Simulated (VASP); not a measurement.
A VASP calculation is set up with these files.

**INCAR**
```
# general
SYSTEM   = Cu3Au
PREC     = Accurate
ENCUT    = 520   # plane-wave cut-off (eV)
LREAL    = .FALSE.
LASPH    = .TRUE.

# electronic loop
EDIFF    = 1E-7   # SCF stop (eV)
NELM     = 100   # most electronic steps
ALGO     = Normal   # blocked Davidson
LMAXMIX  = 6   # l cut-off of mixed one-centre charges

# smearing
ISMEAR   = 1   # Methfessel-Paxton
SIGMA    = 0.1   # width (eV)

# functional
GGA      = MK
LUSE_VDW = .TRUE.
AGGAC    = 0.0
PARAM1   = 0.1234568
PARAM2   = 0.7114
ZAB_VDW  = -1.8867

# ions
ISIF     = 2   # forces and stress, cell fixed

# output
LWAVE    = .FALSE.
LCHARG   = .FALSE.
```

**KPOINTS**
```
kpoints
0
G
  8 8 8
0 0 0
```

**POSCAR**
```
Cu3Au
1
    3.7525907868     0.0000000000     0.0000000000
    0.0000000000     3.7525907868     0.0000000000
    0.0000000000     0.0000000000     3.7525907868
Cu Au
3 1
Direct
  0.0000000000   0.5000000000   0.5000000000
  0.5000000000   0.0000000000   0.5000000000
  0.5000000000   0.5000000000   0.0000000000
  0.0000000000   0.0000000000   0.0000000000
```

POTCAR, in this order: Cu Au (PBE.64 set). Program: vasp_std.

Q: Write an equivalent input for Quantum ESPRESSO's pw.x.

A: One equivalent input (not run):
```
&CONTROL
  calculation = 'scf'
  pseudo_dir = './pseudo'
  outdir = './out'
  tprnfor = .true.
  tstress = .true.
/
&SYSTEM
  ibrav = 0
  nat = 4
  ntyp = 2
  ecutwfc = 92
  occupations = 'smearing'
  smearing = 'methfessel-paxton'
  degauss = 0.00735
  input_dft = 'vdw-df2-b86r'
/
&ELECTRONS
  conv_thr = 7.3e-09
  electron_maxstep = 100
/
ATOMIC_SPECIES
  Cu 63.546 Cu.upf
  Au 196.967 Au.upf
CELL_PARAMETERS angstrom
     3.7525908    0.0000000    0.0000000
     0.0000000    3.7525908    0.0000000
     0.0000000    0.0000000    3.7525908
ATOMIC_POSITIONS crystal
  Cu   0.0000000  0.5000000  0.5000000
  Cu   0.5000000  0.0000000  0.5000000
  Cu   0.5000000  0.5000000  0.0000000
  Au   0.0000000  0.0000000  0.0000000
K_POINTS automatic
  8 8 8 0 0 0
```
The two are equivalent in intent, not identical: the potentials are each code's own (VASP's PAW set, PseudoDojo norm-conserving files in pw.x), so ENCUT and ecutwfc are chosen apart and not converted; conv_thr bounds pw.x's estimated SCF error, while EDIFF bounds the energy change between steps.

The compound is Cu3Au in the L1_2 structure. It was relaxed first.
